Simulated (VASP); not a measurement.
Input for VASP

POSCAR:
```
BN
1
    1.2554502038    -2.1745039314     0.0000000000
    1.2554502038     2.1745039314     0.0000000000
    0.0000000000     0.0000000000     6.5366222580
B N
2 2
Direct
  0.3333330000   0.6666670000   0.2500000000
  0.6666670000   0.3333330000   0.7500000000
  0.6666670000   0.3333330000   0.2500000000
  0.3333330000   0.6666670000   0.7500000000
```

### INCAR
```
SYSTEM = BN
PREC = Accurate
ENCUT = 520
EDIFF = 1E-7
NELM = 100
ALGO = Normal
LREAL = .FALSE.
LASPH = .TRUE.
ISMEAR = 0
SIGMA = 0.05
GGA = MK
PARAM1 = 0.1234568
PARAM2 = 0.7114
ZAB_VDW = -1.8867
LUSE_VDW = .TRUE.
AGGAC = 0.0
LWAVE = .FALSE.
LCHARG = .FALSE.
ISIF = 4
IBRION = 2
NSW = 30
EDIFFG = -0.01
```

KPOINTS:
```
Automatic mesh
0
Gamma
10 10 4
0 0 0
```

POTCAR, in this order: B N (PBE.64 set). Program: vasp_std.

Task: Translate this rev-vdW-DF2 calculation to Quantum ESPRESSO's pw.x.

Result: One equivalent input (not run):
```
&CONTROL
  calculation = 'vc-relax'
  pseudo_dir = './pseudo'
  outdir = './out'
  tprnfor = .true.
  tstress = .true.
  nstep = 30
  forc_conv_thr = 0.00039
/
&SYSTEM
  ibrav = 0
  nat = 4
  ntyp = 2
  ecutwfc = 84
  occupations = 'smearing'
  smearing = 'gaussian'
  degauss = 0.003675
  input_dft = 'vdw-df2-b86r'
/
&ELECTRONS
  conv_thr = 7.3e-09
  electron_maxstep = 100
/
&IONS
/
&CELL
  cell_dofree = 'shape'
/
ATOMIC_SPECIES
  B 10.810 B.upf
  N 14.007 N.upf
CELL_PARAMETERS angstrom
     1.2554502   -2.1745039    0.0000000
     1.2554502    2.1745039    0.0000000
     0.0000000    0.0000000    6.5366223
ATOMIC_POSITIONS crystal
  B    0.3333330  0.6666670  0.2500000
  B    0.6666670  0.3333330  0.7500000
  N    0.6666670  0.3333330  0.2500000
  N    0.3333330  0.6666670  0.7500000
K_POINTS automatic
  10 10 4 0 0 0
```
What does not carry over: the potentials are each code's own (VASP's PAW set, PseudoDojo norm-conserving files in pw.x), so ENCUT and ecutwfc are chosen apart and not converted; conv_thr bounds pw.x's estimated SCF error, while EDIFF bounds the energy change between steps; forc_conv_thr acts on force components and is met together with etot_conv_thr.

The compound is BN in the hex structure. It was relaxed first.
